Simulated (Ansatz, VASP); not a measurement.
# Ba6Li12Sc4Al12Si17O70: VASP beside Ansatz

Aim: how closely do two programs agree when they are given the same cell, functional and k mesh? Of the first pair: The structure shown is frame 46 of Ansatz's trajectory.

Calculated with Ansatz 0.2.0; plane waves, with VASP 6.6.1 beside it; single point at PBE.

### Step 1. Starting point

The cell holds 121 atoms: 17 Si, 12 Al, 6 Ba, 12 Li, 4 Sc and 70 O. Cell: a = 11.589 Å, b = 11.589 Å, c = 11.589 Å, α = 90.0°, β = 90.0°, γ = 90.0°. As first built, before any earlier steps moved the atoms (in the runner's words): 121 atoms (17 Si, 12 Al, 6 Ba, 12 Li, 4 Sc, 70 O) placed at random at 3.16 g/cm^3, melted at 4000 K for 10 ps at fixed volume with the Morse and Coulomb pair potential with partial charges (Pedone, Malavasi, Menziani, Cormack and Segre, J. Phys. Chem. B 110, 11780 (2006)). Quenched from 4000 K to 300 K at 300 K/ps and fixed volume, held 10 ps at zero pressure, then minimised at fixed cell.

### Step 2. Ansatz: dynamics, PBE

Ansatz runs on its default PAW (the set named soft_2) files.

One frame of this run of dynamics is then solved in both programs, so the motion causes no difference.

Contents of input.yaml:

```yaml
crystal:
  lattice:
    - [11.58873, 0.0, 0.0]
    - [0.0, 11.58873, 0.0]
    - [0.0, 0.0, 11.58873]
  atoms:
    - { symbol: Si, position: [0.19508, 0.26544, 0.59986] }
    - { symbol: Si, position: [0.75171, 0.93241, 0.02233] }
    - { symbol: Si, position: [0.40769, 0.77161, 0.97174] }
    - { symbol: Si, position: [0.99834, 0.67834, 0.22958] }
    - { symbol: Si, position: [0.3665, 0.56526, 0.50275] }
    - { symbol: Si, position: [0.68545, 0.59144, 0.64857] }
    - { symbol: Si, position: [0.86966, 0.22299, 0.9133] }
    - { symbol: Si, position: [0.96942, 0.98903, 0.17953] }
    - { symbol: Si, position: [0.54577, 0.59584, 0.13522] }
    - { symbol: Si, position: [0.94872, 0.59345, 0.72834] }
    - { symbol: Si, position: [0.97144, 0.45249, 0.97269] }
    - { symbol: Si, position: [0.89236, 0.96996, 0.57758] }
    - { symbol: Si, position: [0.32525, 0.04423, 0.67735] }
    - { symbol: Si, position: [0.38371, 0.16663, 0.21535] }
    - { symbol: Si, position: [0.42233, 0.29649, 0.80564] }
    - { symbol: Si, position: [0.32688, 0.92662, 0.29818] }
    - { symbol: Si, position: [0.59102, 0.42462, 0.45703] }
    - { symbol: Al, position: [0.48873, 0.95212, 0.48284] }
    - { symbol: Al, position: [0.19954, 0.56656, 0.0733] }
    - { symbol: Al, position: [0.70001, 0.81834, 0.48029] }
    - { symbol: Al, position: [0.73796, 0.74908, 0.20544] }
    - { symbol: Al, position: [0.17664, 0.81136, 0.11482] }
    - { symbol: Al, position: [0.92769, 0.96156, 0.85121] }
    - { symbol: Al, position: [0.33355, 0.67384, 0.27647] }
    - { symbol: Al, position: [0.84918, 0.20166, 0.18311] }
    - { symbol: Al, position: [0.17531, 0.5138, 0.65212] }
    - { symbol: Al, position: [0.43301, 0.22206, 0.50521] }
    - { symbol: Al, position: [0.35924, 0.55872, 0.83889] }
    - { symbol: Al, position: [0.28928, 0.80986, 0.53099] }
    - { symbol: Ba, position: [0.65808, 0.42448, 0.91675] }
[... 85 atom lines left out ...]
    - { symbol: O, position: [0.65547, 0.70552, 0.57368] }
    - { symbol: O, position: [0.4642, 0.48339, 0.44808] }
    - { symbol: O, position: [0.52828, 0.46697, 0.1042] }
    - { symbol: O, position: [0.68351, 0.61328, 0.16424] }
    - { symbol: O, position: [0.06541, 0.90723, 0.85739] }
    - { symbol: O, position: [0.86109, 0.47435, 0.04999] }
kpoints:
  mp_grid: { grid: [1, 1, 1] }
hamiltonian:
  xc: pbe
scf:
  occupations: { method: fixed }
output:
  forces: true
md:
  timestep: 1.0
  n_steps: 139
  ensemble: nvt_nose_hoover
  temperature: 300
  initial_velocities: maxwell_boltzmann
  seed: 4983
```

The run is started by

```
ansatz run input.yaml --threads 4 --pin off --max-ram 8192MiB --backend cpu --events-out ev --progress --plain --runs-dir out
```

Numbers of over 12 decimals in the logs are rounded to 6 here.

Log:

```text
Warning: md: disabling space-group detection — thermal motion breaks the input geometry's symmetry, so no spatial operation reduces the k-mesh or symmetrises the density; time reversal is kept, so that k and −k are solved as one point where they differ and the mesh holds both, and exact exchange and, on two spinor components, a DFT+U term hold to it where the run has them: on two components no moment then forms, and  [...]
Engine: ansatz 0.2.0, x86_64-unknown-linux-gnu
Pseudopotentials: kind: paw
Pseudopotential: Si, paw, valence charge 4, recommended cutoff 420 eV (normal), Si.paw.azcp
Pseudopotential: Al, paw, valence charge 3, recommended cutoff 420 eV (normal), Al.paw.azcp
Pseudopotential: Ba, paw, valence charge 10, recommended cutoff 420 eV (normal), Ba.paw.azcp
Pseudopotential: Li, paw, valence charge 3, recommended cutoff 420 eV (normal), Li.paw.azcp
Pseudopotential: Sc, paw, valence charge 11, recommended cutoff 420 eV (normal), Sc.paw.azcp
Pseudopotential: O, paw, valence charge 6, recommended cutoff 420 eV (normal), O.paw.azcp
Functional definition: PBE
  parameter kappa = 0.804
  parameter beta = 0.066725
  exchange = pbe_x(kappa = kappa, mu = beta*pi^2/3)
  correlation = pbe_c(beta = beta)
Crystal: 121 atoms, lattice volume = 1556.351 Å³
Basis set: ecut = 420 eV, 30551 PW (Γ), exchange–correlation on 160×160×160 points (8 copies of the dense FFT grid, shifted against one another)
Bands: 453, of which v1, the nominal top of the filled ones, is band 332 counted from 1 (331 counted from 0)
Symmetry: 1 space group operations
k-points: 1
Non-local potential: Si, projectors of the file, l = 0: 2, l = 1: 2, l = 2: 2
Non-local potential: Al, projectors of the file, l = 0: 2, l = 1: 2, l = 2: 1
Non-local potential: Ba, projectors of the file, l = 0: 3, l = 1: 2, l = 2: 2, l = 3: 2
Non-local potential: Li, projectors of the file, l = 0: 3, l = 1: 2, l = 2: 1
Non-local potential: Sc, projectors of the file, l = 0: 3, l = 1: 2, l = 2: 3, l = 3: 1
Non-local potential: O, projectors of the file, l = 0: 2, l = 1: 2, l = 2: 1
PAW form: soft (Blöchl's): semilocal exchange-correlation on the pseudo side does not see the compensation charge
PAW one-centre angular grid: Si, 110 points (default); XC on 64 Gauss nodes
PAW one-centre angular grid: Al, 110 points (default); XC on 64 Gauss nodes
PAW one-centre angular grid: Ba, 194 points (default); XC on 64 Gauss nodes
PAW one-centre angular grid: Li, 110 points (default); XC on 64 Gauss nodes
PAW one-centre angular grid: Sc, 590 points (default); XC on 64 Gauss nodes
PAW one-centre angular grid: O, 110 points (default); XC on 64 Gauss nodes
Initial density: superposition of atomic densities (neutral atoms: chi_scale 0, normalization atom), corrected by the library's trained network
Initial wavefunctions: pseudopotential atomic-orbital guess
Functional: x = pbe(κ = 0.804, μ = 0.219515), c = pbe(β = 0.066725)
SCF iter   1: F=—  HF=-103829.111347 eV  |F-HF|=—  |Δ(HF+E_count)|=         —  Δρ=2.27e-3  dr2=1.32e-1  ethr=1.77e-3  ⟨swp⟩=5.0  Hψ=1559  notcnv=0  defer=119
preconditioner: auto → Resta (q_TF=auto, 2.367 Å⁻¹)  ε∞=3.5  [insulator: Δε(μ)=3.472 eV  Ē_g=14.542 eV  n_scr=364 (ndim 8)  ℏωp=23.0 eV  f_vac=0.084  ε∞_Penn≈3.5]
SCF iter   2: F=—  HF=-103829.100023 eV  |F-HF|=—  |Δ(HF+E_count)|=   1.13e-2  Δρ=1.21e-3  dr2=3.19e-2  ethr=1.98e-5  ⟨swp⟩=2.0  Hψ=692  notcnv=0  defer=119
SCF iter   3: F=—  HF=-103829.101326 eV  |F-HF|=—  |Δ(HF+E_count)|=   1.30e-3  Δρ=6.06e-4  dr2=1.02e-2  ethr=4.80e-6  ⟨swp⟩=3.0  Hψ=582  notcnv=0  defer=101
automatic band count: iteration 3 solves 435 bands in place of 453: the levels show a gap, and the empty bands left out lie too high to hold charge; the band table lists the bands solved (type scf.n_extra_bands for more)
SCF iter   4: F=—  HF=-103829.100909 eV  |F-HF|=—  |Δ(HF+E_count)|=   4.17e-4  Δρ=2.67e-4  dr2=1.29e-3  ethr=1.53e-6  ⟨swp⟩=2.0  Hψ=580  notcnv=0  defer=101
SCF iter   5: F=—  HF=-103829.100916 eV  |F-HF|=—  |Δ(HF+E_count)|=   6.62e-6  Δρ=1.51e-4  dr2=3.78e-4  ethr=1.94e-7  ⟨swp⟩=2.0  Hψ=643  notcnv=0  defer=101
SCF iter   6: F=—  HF=-103829.100980 eV  |F-HF|=—  |Δ(HF+E_count)|=   6.44e-5  Δρ=4.66e-5  dr2=4.03e-5  ethr=5.70e-8  ⟨swp⟩=2.0  Hψ=568  notcnv=0  defer=101
SCF iter   7: F=—  HF=-103829.101350 eV  |F-HF|=—  |Δ(HF+E_count)|=   3.70e-4  Δρ=2.21e-5  dr2=7.43e-6  ethr=6.07e-9  ⟨swp⟩=2.0  Hψ=763  notcnv=0  defer=101
SCF iter   8: F=—  HF=-103829.101354 eV  |F-HF|=—  |Δ(HF+E_count)|=   3.86e-6  Δρ=8.68e-6  dr2=1.39e-6  ethr=1.12e-9  ⟨swp⟩=2.0  Hψ=580  notcnv=0  defer=101
[...]
SCF iter   2: F=—  HF=-103830.142792 eV  |F-HF|=—  |Δ(HF+E_count)|=   8.66e-3  Δρ=6.31e-4  dr2=7.00e-3  ethr=4.56e-6  ⟨swp⟩=2.0  Hψ=589  notcnv=0  defer=101
SCF iter   3: F=—  HF=-103830.141029 eV  |F-HF|=—  |Δ(HF+E_count)|=   1.76e-3  Δρ=3.28e-4  dr2=1.49e-3  ethr=1.05e-6  ⟨swp⟩=2.0  Hψ=589  notcnv=0  defer=101
SCF iter   4: F=—  HF=-103830.140717 eV  |F-HF|=—  |Δ(HF+E_count)|=   3.12e-4  Δρ=7.30e-5  dr2=1.06e-4  ethr=2.24e-7  ⟨swp⟩=2.0  Hψ=609  notcnv=0  defer=99
SCF iter   5: F=—  HF=-103830.140713 eV  |F-HF|=—  |Δ(HF+E_count)|=   4.45e-6  Δρ=4.84e-5  dr2=3.23e-5  ethr=1.59e-8  ⟨swp⟩=2.0  Hψ=609  notcnv=0  defer=97
SCF iter   6: F=—  HF=-103830.140474 eV  |F-HF|=—  |Δ(HF+E_count)|=   2.39e-4  Δρ=1.37e-5  dr2=2.65e-6  ethr=4.86e-9  ⟨swp⟩=2.0  Hψ=763  notcnv=0  defer=97
SCF iter   7: F=—  HF=-103830.140475 eV  |F-HF|=—  |Δ(HF+E_count)|=   1.15e-6  Δρ=6.23e-6  dr2=5.61e-7  ethr=3.99e-10  ⟨swp⟩=2.0  Hψ=654  notcnv=0  defer=97
SCF iter   8: F=—  HF=-103830.140476 eV  |F-HF|=—  |Δ(HF+E_count)|=   1.79e-7  Δρ=2.99e-6  dr2=1.25e-7  ethr=8.45e-11  ⟨swp⟩=2.0  Hψ=634  notcnv=0  defer=97
SCF iter   9: F=-103830.140476 eV  HF=-103830.140476 eV  |F-HF|=1.14e-8  |Δ(HF+E_count)|=   9.97e-9  Δρ=8.96e-7  dr2=1.23e-8  ethr=1.51e-11  ⟨swp⟩=4.0  Hψ=1110  notcnv=0
SCF 140 converged in 9 iterations: F = -103830.140476 eV  dr2 = 1.23e-8
md step   139: t =   139.00 fs  T =   315.1 K  F+E_penalty+E_count = -103830.14047560 eV  E_kin = 4.887692 eV  conserved = -103824.45366003 eV  (9 SCF iters)
SCF converged after 9 iterations
Free energy (F): -103830.140476 eV
Harris-Foulkes:  -103830.140476 eV  (|F-HF|=1.14e-8)
Internal energy: -103830.140476 eV  (E = F + TS)
E sigma→0 (E₀):  -103830.140476 eV
Fermi energy:    4.781484 eV
--- Per-component energies (eV) ---
  E_band       = -3296.921955
  E_kinetic    = 15851.194174
  E_local      = -40620.347158  (includes V_loc(G=0)·N_el)
  E_nonlocal   = 4147.556286
  E_hartree    = 15062.469315
  E_xc         = -8221.548608
  E_vxc        = -9343.192073  (∫ρ·V_xc dr)
  E_paw        = -60857.250219  (= ΣΔE_a)
  E_vpaw       = -3457.250523  (= ΣTr[D̂ρ^β])
  E_aug_tail   = 0.175925  (compensation charges beyond the density's cutoff)
  E_ewald      = -29192.390191
  E_smearing   = -0.000000  (= −TS)
  E_closure    = 0.000000  (closes the sum)
  Σ components = -103830.140476   (vs F -103830.140476, Δ=0.00e0)
--- Forces (eV/Å), atoms counted from 1 ---
  atom   1  Si    -1.04240023    -0.59954075    -0.30342534
  atom   2  Si     0.60205612    -0.09755326    -0.16580996
  atom   3  Si     1.69663710    -1.12136653     0.35542643
  atom   4  Si    -0.83173065     0.25202800     0.28757953
  atom   5  Si    -0.20570489    -0.10696703    -3.03364467
  atom   6  Si     1.39097741    -0.93759372    -1.20872640
  atom   7  Si    -0.49654936    -0.04657175    -0.57205375
  atom   8  Si    -1.38885164     0.22840416    -1.06035331
  atom   9  Si    -0.54041093    -0.71081800    -0.46420152
  atom  10  Si     0.99590873     0.13022762     1.59612309
  atom  11  Si    -0.44614880     0.58863989    -1.88256235
  atom  12  Si     1.59456830     0.69252251    -1.33493036
  atom  13  Si    -0.92392931    -0.92933863    -0.86189323
  atom  14  Si     0.83116801    -1.13236357     0.24213734
  atom  15  Si    -0.93945393     0.83109828    -0.34040831
  atom  16  Si     0.12582969     0.18769626    -0.86966959
  atom  17  Si    -3.17642824     0.14360069     0.35607629
  atom  18  Al     1.07115303    -0.49520755    -0.02609139
  atom  19  Al    -1.75962207     0.36968502     0.50521691
  atom  20  Al    -0.62089879    -0.39661136     1.18366400
  atom  21  Al     1.55713047    -0.07294182    -1.41739284
  atom  22  Al    -1.05307572    -0.59868550    -0.33879369
  atom  23  Al     0.35104483     0.03365243     0.89622314
  atom  24  Al     0.70511796    -0.88194100     0.74820332
[...]
atom 114  O     -0.31207174    -0.67360682    -0.46285837
  atom 115  O     -0.42844924     0.86232831     0.09139485
  atom 116  O     -0.30327904     0.71904709    -0.30863568
  atom 117  O      0.90616686     0.31132349     0.83505155
  atom 118  O      0.15225323    -1.16171383    -0.16123359
  atom 119  O     -0.53042986    -0.26022317    -0.59776695
  atom 120  O     -0.19394607     0.39138469     1.42483797
  atom 121  O      0.21394908     0.32584459     0.51902378
  max |Σ_I F_I| component: 1.64e-4 eV/Å
--- MD trajectory: 139 steps, t = 0.0 → 139.0 fs ---
  final state: T = 315.1 K   F+E_penalty+E_count = -103830.14047560 eV   E_kin = 4.887692 eV
  conserved energy: peak-to-peak 9.886e-3 eV (8.170e-5 eV/atom) over 139.0 fs
```

### Step 3. VASP: single point, PBE, pair 1

The same cell, functional and mesh now go to VASP, with its own data sets.

Lines of VASP's logs that name or quote its potential files are left out, and so is its time.

Contents of INCAR:

```
SYSTEM = Ba6Li12Sc4Al12Si17O70
PREC = Accurate
ENCUT = 650
EDIFF = 1E-06
NELM = 120
ISMEAR = 0
SIGMA = 0.01
LREAL = Auto
ALGO = Normal
GGA = PE
NBANDS = 416
LASPH = .TRUE.
LORBIT = 11
LWAVE = .FALSE.
LCHARG = .FALSE.
ISIF = 2
GGA_COMPAT = .FALSE.
EFERMI = MIDGAP
NCORE = 4
```

Contents of POSCAR:

```
Ba6Li12Sc4Al12Si17O70
1.0
   11.5887300000      0.0000000000      0.0000000000
    0.0000000000     11.5887300000      0.0000000000
    0.0000000000      0.0000000000     11.5887300000
Si Al Ba Li Sc O
17 12 6 12 4 70
Direct
    0.1885107341      0.2675530451      0.5902890136
    0.7527658337      0.9323454770      0.0185697656
    0.3984560862      0.7759003791      0.9735838181
    0.9964767494      0.6815242050      0.2390943615
    0.3672533574      0.5666367238      0.5058449028
    0.6894284361      0.5831527700      0.6483109021
    0.8678949290      0.2181170844      0.9193932381
    0.9734198657      0.9960711830      0.1723398509
    0.5393084488      0.6018606008      0.1376164601
    0.9537714659      0.5945258885      0.7211316512
    0.9715473568      0.4439054150      0.9759050388
    0.9010478284      0.9848447587      0.5842141460
    0.3256094499      0.0541388055      0.6709967356
    0.3896371734      0.1762747083      0.2198256409
    0.4101916258      0.2845264321      0.8118922436
    0.3259632419      0.9352362166      0.2983502075
    0.5950608911      0.4286664716      0.4583418545
    0.4877324780      0.9477138565      0.4836164101
    0.1960439151      0.5625379140      0.0783692432
    0.7097412745      0.8233516529      0.4772740412
    0.7467772569      0.7433169985      0.1965961758
    0.1715459761      0.8186919533      0.1114789973
    0.9371518708      0.9624436845      0.8591536778
    0.3324436759      0.6660350185      0.2811006901
    0.8539762338      0.2063297704      0.1930927720
    0.1804943251      0.5118766250      0.6451181450
    0.4210470000      0.2314317445      0.5081488653
    0.3599013870      0.5559625602      0.8414813357
    0.2790469706      0.8099507021      0.5357446416
    0.6458688743      0.4220048271      0.9207738898
[... 85 atom lines left out ...]
    0.6568623136      0.6981955745      0.5710893256
    0.4667897173      0.4915551575      0.4357854571
    0.5207300541      0.4681444818      0.0905966400
    0.6853382554      0.6088846664      0.1548832357
    0.0721735686      0.8917715746      0.8656082245
    0.8584719810      0.4826413248      0.0489786197
```

Contents of KPOINTS:

```
Automatic mesh
0
Gamma
1 1 1
0 0 0
```

Potentials, in the order of the species: Si, Al, Ba_sv, Li_sv, Sc_sv and O (PBE family, release 64).

The run is started by

```
mpirun -np 16 vasp_gam
```

Log:

```text
[banner, memory and clock lines left out]
running   16 mpi-ranks, on    1 nodes
[...]
LDA part: xc-table for (Slater+PW92), standard interpolation
 POSCAR, INCAR and KPOINTS ok, starting setup
[...]
entering main loop
       N       E                     dE             d eps       ncg     rms          rms(c)
DAV:   1     0.932733096288E+04    0.93273E+04   -0.41116E+05   832   0.196E+03
DAV:   2     0.891103825050E+02   -0.92382E+04   -0.88964E+04   992   0.497E+02
DAV:   3    -0.894113977839E+03   -0.98322E+03   -0.95740E+03   936   0.187E+02
DAV:   4    -0.997143491761E+03   -0.10303E+03   -0.10203E+03  1408   0.665E+01
[...]
DAV:  18    -0.871993596838E+03   -0.48303E-06   -0.66479E-05  1248   0.224E-02    0.137E-02
DAV:  19    -0.871993595702E+03    0.11358E-05   -0.43406E-05  1184   0.143E-02    0.700E-03
DAV:  20    -0.871993595787E+03   -0.84066E-07   -0.57670E-06   944   0.513E-03
   1 F= -.87199360E+03 E0= -.87199360E+03  d E =0.000000E+00
```

Parts of OUTCAR (step 3):

```text
  Total       22.3596958     22.8629737    -19.2841608      4.9887198      9.0100159     -6.3898317
  in kB       23.0180718     23.5361685    -19.8519784      5.1356115      9.2753137     -6.5779788
  external PRESSURE =       8.9007540 kB  Pullay stress =       0.0000000 kB

 POSITION                                       TOTAL-FORCE (eV/Angst)
 -----------------------------------------------------------------------------------
      2.18460      3.10060      6.84070        -0.525573     -0.502373     -0.296775
      8.72360     10.80470      0.21520         0.125711     -0.212770     -0.304461
      4.61760      8.99170     11.28260        -0.063739      1.627492      0.403234
     11.54790      7.89800      2.77080         1.252024     -0.901090      0.147169
      4.25600      6.56660      5.86210        -0.294060      0.227545      0.518081
[...]
5.85890      8.09980      0.33640         0.520631     -0.789703      0.706518
     11.05590      1.24630     10.51770        -0.392128     -1.416482     -0.778712
     10.90900     11.09670      3.50830         0.130191      0.017818     -0.360871
      1.16500      5.27010      0.38670        -0.646781     -0.173427     -0.085383
      4.92010      0.79990      6.47980        -0.673107      0.757107     -0.261246
      5.37130     10.73160      3.90220        -0.684081      0.272033     -1.207892
      3.42710      0.59210      2.66530        -0.123636      0.815693     -0.240624
      9.91330     11.22720      8.31990         0.965958     -0.175186      1.229357
[...]
-----------------------------------------------------------------------------------
    total drift:                                0.006578     -0.016617     -0.031173

  FREE ENERGIE OF THE ION-ELECTRON SYSTEM (eV)
  ---------------------------------------------------
  free  energy   TOTEN  =      -871.9935957865 eV

  energy  without entropy=     -871.9935957865  energy(sigma->0) =     -871.99359579

[... 3 further parts left out ...]
[key lines of the parts left out:]
E-fermi :   4.2835
```

Harder data sets than Ba_sv exist (the GW ones), and pressures, volumes and forces can shift noticeably with them.

### Step 4. Comparison

Known differences besides the potentials themselves: fixed occupations in Ansatz, narrow Gaussian smearing in VASP; the cutoff is 420 eV in Ansatz and 650 eV in VASP (PREC = Accurate, projectors in real space). Total energies have different zeros and are not compared.

Forces on 9 of the 121 atoms, those with the largest forces and the largest differences (eV/Å; atoms numbered as in POSCAR):

| atom | Ansatz x, y, z | VASP x, y, z |
| --- | --- | --- |
| Si7 | -2.230, 0.312, -0.766 | -2.205, 0.292, -0.791 |
| Si11 | -1.002, 2.601, -0.911 | -0.969, 2.621, -0.953 |
| Si14 | -2.067, -0.748, 0.943 | -2.088, -0.776, 0.933 |
| Si15 | 1.221, 1.107, -1.703 | 1.200, 1.141, -1.709 |
| Si16 | 1.300, -2.076, 1.230 | 1.301, -2.127, 1.216 |
| Ba30 | 0.244, -0.718, -0.325 | 0.413, -0.720, -0.405 |
| Ba33 | 0.407, -0.053, 0.004 | 0.300, 0.110, 0.026 |
| O71 | -2.716, -0.248, 1.266 | -2.608, -0.114, 1.182 |
| O111 | 1.754, -0.759, -2.496 | 1.792, -0.764, -2.507 |

The forces differ by 38 meV/Å r.m.s., which is 5.3 % of the r.m.s. force of 0.723 eV/Å (both taken over all components).

### Step 5. Ansatz: dynamics, PBE

One frame of this run of dynamics is then solved in both programs, so the motion causes no difference.

The structure compared here is frame 93 of Ansatz's trajectory.

input.yaml is that of step 2.

The run is started by

```
ansatz run input.yaml --threads 4 --pin off --max-ram 8192MiB --backend cpu --events-out ev --progress --plain --runs-dir out
```

Log:

```text
[...]
Crystal: 121 atoms, lattice volume = 1556.351 Å³
Basis set: ecut = 420 eV, 30551 PW (Γ), exchange–correlation on 160×160×160 points (8 copies of the dense FFT grid, shifted against one another)
Bands: 453, of which v1, the nominal top of the filled ones, is band 332 counted from 1 (331 counted from 0)
Symmetry: 1 space group operations
k-points: 1
[...]
atom   8  Si    -1.38885164     0.22840416    -1.06035331
[...]
atom 118  O      0.15225323    -1.16171383    -0.16123359
  atom 119  O     -0.53042986    -0.26022317    -0.59776695
  atom 120  O     -0.19394607     0.39138469     1.42483797
  atom 121  O      0.21394908     0.32584459     0.51902378
  max |Σ_I F_I| component: 1.64e-4 eV/Å
--- MD trajectory: 139 steps, t = 0.0 → 139.0 fs ---
[...]
conserved energy: peak-to-peak 9.886e-3 eV (8.170e-5 eV/atom) over 139.0 fs
[key lines of the parts left out:]
SCF converged after 9 iterations
Free energy (F): -103830.140476 eV
Fermi energy:    4.781484 eV
```

(Part 1 of 2 ends here.)

[Lines on the potential files, build, host, timing and source positions are cut from VASP's logs without a mark.]

[Logs are printed without paths, hosts, clocks, repeated set-up lines and the standing remarks that a program may print on its own settings, such as how far it seeks lower states.]

[Hosts, paths, dates, database ids (printed as entryN), source tags and the programs' standing remarks are cut or masked in the printed files.]
